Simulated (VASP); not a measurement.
Calculation: HSE06 screened hybrid, VASP's PBE PAW potentials (set 64) (plane waves; VASP).

The input files of a VASP run:

KPOINTS:
```
Automatic mesh
0
Gamma
1 1 1
0 0 0
```

File POSCAR:
```
In31ZnP32
1
   11.9995217336     0.0000000000     0.0000000000
    0.0000000000    11.9995217336     0.0000000000
    0.0000000000     0.0000000000    11.9995217336
In P Zn
31 32 1
Direct
  0.5000775045   0.0003280719   0.0002827320
  0.7494402341   0.2503109049   0.0002307860
  0.7495095579   0.9997709233   0.2506682920
  0.9999498831   0.0000861393   0.9999594710
  0.2505919215   0.2504914654   0.0003154414
  0.4999062385   0.5000286912   0.0002033143
  0.7494950133   0.7494546389   0.0000674541
  0.2506105132   0.0003797792   0.2505886167
  0.5023582047   0.2538670372   0.2538968126
  0.7466912100   0.4982072437   0.2534955652
  0.5000309782   0.0000249554   0.5000095454
  0.7468444069   0.2534134556   0.4982275797
  0.7494357586   0.0001429303   0.7493786543
  0.9998125590   0.4997974159   0.0003333336
  0.2502754222   0.7497496886   0.0002215124
  0.0002880965   0.2505099742   0.2505829179
  0.2535720218   0.5020768803   0.2534451201
  0.4980507563   0.7467472936   0.2534839275
  0.9997363262   0.9999718024   0.5000556373
  0.2534859795   0.2535441743   0.5020768038
  0.7462852682   0.7462487578   0.5022850493
  0.2505163032   0.9999376002   0.7493713141
  0.4982720559   0.2532520814   0.7470455517
  0.7468313012   0.5017092104   0.7469741438
  0.9998928922   0.7496800839   0.2506446296
  0.0001055404   0.5000433771   0.4998434614
  0.2533590587   0.7467756301   0.4979941277
  0.0000622996   0.2504768008   0.7494261376
  0.2529014285   0.4985363928   0.7471520963
  0.5016976911   0.7469937663   0.7471380389
  0.9999402671   0.7496492657   0.7493047136
  0.6245085190   0.1259714944   0.1262588065
  0.8740250386   0.3754167770   0.1261321479
  0.8741550526   0.1259173306   0.3755013493
  0.1251015083   0.1251015137   0.1250755436
  0.3753401755   0.3752125835   0.1260168781
  0.6247963148   0.6248408365   0.1258527023
  0.8749160368   0.8749671100   0.1250902742
  0.3754393682   0.1260255538   0.3753204432
  0.6175858954   0.3828946569   0.3830044385
  0.8741609483   0.6249268758   0.3753923483
  0.6247975282   0.1258434823   0.6247776990
  0.8743301348   0.3752585705   0.6248755387
  0.8748909857   0.1250891274   0.8748974978
  0.1257883705   0.6244585426   0.1260527021
  0.3755972566   0.8742466234   0.1260126904
  0.1259555338   0.3752974240   0.3751689929
  0.3826045032   0.6174718460   0.3826898719
  0.6248249090   0.8740727567   0.3754458276
  0.1258792086   0.1258469023   0.6243562441
  0.3823086627   0.3824522535   0.6181282648
  0.6173096136   0.6174632610   0.6180987571
  0.8739426212   0.8740644791   0.6244138790
  0.3754688343   0.1258699671   0.8742545782
  0.6249593770   0.3751369722   0.8744546447
  0.8742309259   0.6244739918   0.8741810325
  0.1258901298   0.8743126931   0.3755467641
  0.1257362180   0.6249651746   0.6247313192
  0.3752306143   0.8742212364   0.6247732629
  0.1258704655   0.3754579339   0.8743639165
  0.3749996965   0.6249914559   0.8744890021
  0.6245095450   0.8742971560   0.8742792250
  0.1250208332   0.8750054029   0.8748874172
  0.4996504830   0.4999825830   0.5006781590
```

**INCAR**
```
PREC  =  Normal
LASPH  =  .True.   # aspherical one-centre terms
EDIFF  =  1E-5   # SCF stop (eV)
ISMEAR  =  0
NELECT  =  264.0
AEXX  =  0.25
LREAL  =  Auto   # projection in real space or not
LMAXMIX  =  4   # l cut-off of mixed one-centre charges
ISYM  =  0
NELM  =  50
GGA  =  PE
LHFCALC  =  .True.
ENCUT  =  400   # plane-wave cut-off (eV)
SIGMA  =  0.05   # width (eV)
HFSCREEN  =  0.2
PRECFOCK  =  Fast
NELMIN  =  4
LWAVE  =  .False.
SYSTEM  =  In31ZnP32
ALGO  =  Normal
LCHARG  =  .False.
ISIF  =  0
```

POTCAR, in this order: In P Zn (PBE.64 set). Program: vasp_gam. Read from the step before: WAVECAR.

Output of the run:

File OSZICAR:
```
       N       E                     dE             d eps       ncg     rms          rms(c)
DAV:   1    -0.315398770395E+03   -0.31540E+03   -0.15175E+01   370   0.108E+01    0.123E+01
DAV:   2    -0.315540256780E+03   -0.14149E+00   -0.11752E+00   383   0.437E+00    0.838E+00
DAV:   3    -0.315513275792E+03    0.26981E-01   -0.85377E-02   452   0.715E-01    0.503E+00
DAV:   4    -0.315498866651E+03    0.14409E-01   -0.13428E-02   396   0.332E-01    0.284E+00
DAV:   5    -0.315494666532E+03    0.42001E-02   -0.42115E-03   372   0.108E-01    0.154E+00
DAV:   6    -0.315496008776E+03   -0.13422E-02   -0.18949E-03   356   0.754E-02    0.854E-01
DAV:   7    -0.315500881087E+03   -0.48723E-02   -0.19630E-03   399   0.749E-02    0.541E-01
DAV:   8    -0.315505324405E+03   -0.44433E-02   -0.26440E-03   380   0.884E-02    0.390E-01
DAV:   9    -0.315505551762E+03   -0.22736E-03   -0.24684E-03   375   0.877E-02    0.264E-01
DAV:  10    -0.315504331518E+03    0.12202E-02   -0.14487E-03   396   0.709E-02    0.157E-01
DAV:  11    -0.315503782734E+03    0.54878E-03   -0.72090E-04   388   0.497E-02    0.842E-02
DAV:  12    -0.315503683923E+03    0.98810E-04   -0.36267E-04   388   0.310E-02    0.433E-02
DAV:  13    -0.315503706814E+03   -0.22891E-04   -0.21958E-04   359   0.172E-02    0.267E-02
DAV:  14    -0.315503742072E+03   -0.35258E-04   -0.18263E-04   220   0.933E-03    0.245E-02
DAV:  15    -0.315503773561E+03   -0.31489E-04   -0.20738E-04   223   0.847E-03    0.262E-02
DAV:  16    -0.315503803710E+03   -0.30149E-04   -0.22745E-04   236   0.764E-03    0.283E-02
DAV:  17    -0.315503834390E+03   -0.30680E-04   -0.25289E-04   231   0.813E-03    0.300E-02
DAV:  18    -0.315503866634E+03   -0.32245E-04   -0.27468E-04   236   0.861E-03    0.315E-02
DAV:  19    -0.315503900606E+03   -0.33971E-04   -0.29613E-04   247   0.910E-03    0.329E-02
DAV:  20    -0.315503936084E+03   -0.35478E-04   -0.31424E-04   228   0.934E-03    0.342E-02
DAV:  21    -0.315503973022E+03   -0.36938E-04   -0.33420E-04   263   0.990E-03    0.353E-02
DAV:  22    -0.315504011219E+03   -0.38197E-04   -0.34898E-04   244   0.101E-02    0.364E-02
DAV:  23    -0.315504050614E+03   -0.39396E-04   -0.36615E-04   271   0.107E-02    0.373E-02
DAV:  24    -0.315504091127E+03   -0.40513E-04   -0.37786E-04   260   0.106E-02    0.381E-02
DAV:  25    -0.315504132649E+03   -0.41521E-04   -0.39211E-04   271   0.110E-02    0.386E-02
DAV:  26    -0.315504175226E+03   -0.42577E-04   -0.40169E-04   268   0.109E-02    0.393E-02
DAV:  27    -0.315504218865E+03   -0.43640E-04   -0.41464E-04   287   0.111E-02    0.398E-02
DAV:  28    -0.315504263574E+03   -0.44709E-04   -0.42316E-04   284   0.110E-02    0.405E-02
DAV:  29    -0.315504309502E+03   -0.45928E-04   -0.43840E-04   279   0.114E-02    0.410E-02
DAV:  30    -0.315504356998E+03   -0.47496E-04   -0.44980E-04   276   0.113E-02    0.417E-02
DAV:  31    -0.315504406519E+03   -0.49521E-04   -0.46921E-04   311   0.117E-02    0.422E-02
DAV:  32    -0.315504458587E+03   -0.52068E-04   -0.48548E-04   284   0.114E-02    0.430E-02
DAV:  33    -0.315504513885E+03   -0.55298E-04   -0.51174E-04   300   0.118E-02    0.437E-02
DAV:  34    -0.315504573388E+03   -0.59503E-04   -0.53946E-04   308   0.118E-02    0.448E-02
DAV:  35    -0.315504638071E+03   -0.64683E-04   -0.57811E-04   303   0.120E-02    0.460E-02
DAV:  36    -0.315504709136E+03   -0.71065E-04   -0.62294E-04   316   0.122E-02    0.476E-02
DAV:  37    -0.315504787812E+03   -0.78676E-04   -0.67982E-04   319   0.125E-02    0.493E-02
DAV:  38    -0.315504875495E+03   -0.87683E-04   -0.74544E-04   332   0.128E-02    0.513E-02
DAV:  39    -0.315504973430E+03   -0.97935E-04   -0.82234E-04   332   0.131E-02    0.537E-02
DAV:  40    -0.315505082913E+03   -0.10948E-03   -0.91196E-04   356   0.137E-02    0.562E-02
DAV:  41    -0.315505205073E+03   -0.12216E-03   -0.10089E-03   364   0.140E-02    0.592E-02
DAV:  42    -0.315505340667E+03   -0.13559E-03   -0.11163E-03   388   0.146E-02    0.623E-02
DAV:  43    -0.315505489832E+03   -0.14917E-03   -0.12294E-03   380   0.153E-02    0.653E-02
DAV:  44    -0.315505652136E+03   -0.16230E-03   -0.13411E-03   388   0.159E-02    0.686E-02
DAV:  45    -0.315505826353E+03   -0.17422E-03   -0.14514E-03   396   0.167E-02    0.718E-02
DAV:  46    -0.315506010164E+03   -0.18381E-03   -0.15510E-03   388   0.174E-02    0.747E-02
DAV:  47    -0.315506200436E+03   -0.19027E-03   -0.16330E-03   396   0.182E-02    0.772E-02
DAV:  48    -0.315506393195E+03   -0.19276E-03   -0.16902E-03   388   0.189E-02    0.793E-02
DAV:  49    -0.315506583882E+03   -0.19069E-03   -0.17168E-03   388   0.196E-02    0.807E-02
DAV:  50    -0.315506767757E+03   -0.18388E-03   -0.17091E-03   388   0.200E-02
   1 F= -.31550677E+03 E0= -.31549904E+03  d E =-.154568E-01
```

### OUTCAR
```
------------------------ aborting loop EDIFF was not reached (unconverged)  ----------------------------
  volume of cell :     1727.79
      direct lattice vectors                 reciprocal lattice vectors
    11.999521734  0.000000000  0.000000000     0.083336655  0.000000000  0.000000000
     0.000000000 11.999521734  0.000000000     0.000000000  0.083336655  0.000000000
     0.000000000  0.000000000 11.999521734     0.000000000  0.000000000  0.083336655
  FREE ENERGIE OF THE ION-ELECTRON SYSTEM (eV)
  ---------------------------------------------------
  free  energy   TOTEN  =      -315.5067677567 eV

  energy  without entropy=     -315.4913109303  energy(sigma->0) =     -315.49903934

  exchange ACFDT corr.  =         0.00000000  see jH, gK, PRB 81, 115126
```
(Selected blocks of OUTCAR.)

### stdout
```
...
DAV:  31    -0.315504406519E+03   -0.49521E-04   -0.46921E-04   311   0.117E-02    0.422E-02
DAV:  32    -0.315504458587E+03   -0.52068E-04   -0.48548E-04   284   0.114E-02    0.430E-02
DAV:  33    -0.315504513885E+03   -0.55298E-04   -0.51174E-04   300   0.118E-02    0.437E-02
DAV:  34    -0.315504573388E+03   -0.59503E-04   -0.53946E-04   308   0.118E-02    0.448E-02
DAV:  35    -0.315504638071E+03   -0.64683E-04   -0.57811E-04   303   0.120E-02    0.460E-02
DAV:  36    -0.315504709136E+03   -0.71065E-04   -0.62294E-04   316   0.122E-02    0.476E-02
DAV:  37    -0.315504787812E+03   -0.78676E-04   -0.67982E-04   319   0.125E-02    0.493E-02
DAV:  38    -0.315504875495E+03   -0.87683E-04   -0.74544E-04   332   0.128E-02    0.513E-02
DAV:  39    -0.315504973430E+03   -0.97935E-04   -0.82234E-04   332   0.131E-02    0.537E-02
DAV:  40    -0.315505082913E+03   -0.10948E-03   -0.91196E-04   356   0.137E-02    0.562E-02
DAV:  41    -0.315505205073E+03   -0.12216E-03   -0.10089E-03   364   0.140E-02    0.592E-02
DAV:  42    -0.315505340667E+03   -0.13559E-03   -0.11163E-03   388   0.146E-02    0.623E-02
DAV:  43    -0.315505489832E+03   -0.14917E-03   -0.12294E-03   380   0.153E-02    0.653E-02
DAV:  44    -0.315505652136E+03   -0.16230E-03   -0.13411E-03   388   0.159E-02    0.686E-02
DAV:  45    -0.315505826353E+03   -0.17422E-03   -0.14514E-03   396   0.167E-02    0.718E-02
DAV:  46    -0.315506010164E+03   -0.18381E-03   -0.15510E-03   388   0.174E-02    0.747E-02
DAV:  47    -0.315506200436E+03   -0.19027E-03   -0.16330E-03   396   0.182E-02    0.772E-02
DAV:  48    -0.315506393195E+03   -0.19276E-03   -0.16902E-03   388   0.189E-02    0.793E-02
DAV:  49    -0.315506583882E+03   -0.19069E-03   -0.17168E-03   388   0.196E-02    0.807E-02
DAV:  50    -0.315506767757E+03   -0.18388E-03   -0.17091E-03   388   0.200E-02

 -----------------------------------------------------------------------------
|                                                                             |
|           W    W    AA    RRRRR   N    N  II  N    N   GGGG   !!!           |
|           W    W   A  A   R    R  NN   N  II  NN   N  G    G  !!!           |
|           W    W  A    A  R    R  N N  N  II  N N  N  G       !!!           |
|           W WW W  AAAAAA  RRRRR   N  N N  II  N  N N  G  GGG   !            |
|           WW  WW  A    A  R   R   N   NN  II  N   NN  G    G                |
|           W    W  A    A  R    R  N    N  II  N    N   GGGG   !!!           |
|                                                                             |
|     The electronic self-consistency was not achieved in the given           |
|     number of steps (NELM). The forces and other quantities evaluated       |
|     might not be reliable so examine the results carefully. If you find     |
|     spurious results, we suggest increasing NELM, if you were close to      |
|     convergence or switching to a different ALGO or adjusting the           |
|     density mixing parameters otherwise.                                    |
|                                                                             |
 -----------------------------------------------------------------------------

   1 F= -.31550677E+03 E0= -.31549904E+03  d E =-.154568E-01
```

The run did not converge; its last values are not results.

The cell is charged, with a uniform compensating background. The supercell is sampled at Γ alone, which is coarse: total energies, pressure and levels can be off, energies of defects by several tenths of an eV.

The cell is a supercell with a defect, built from InP (zinc blende): Zn_In, charge +1. The cell's shape comes from a PBE relaxation. The run is not spin-polarised, so no state with unpaired spins was tried.
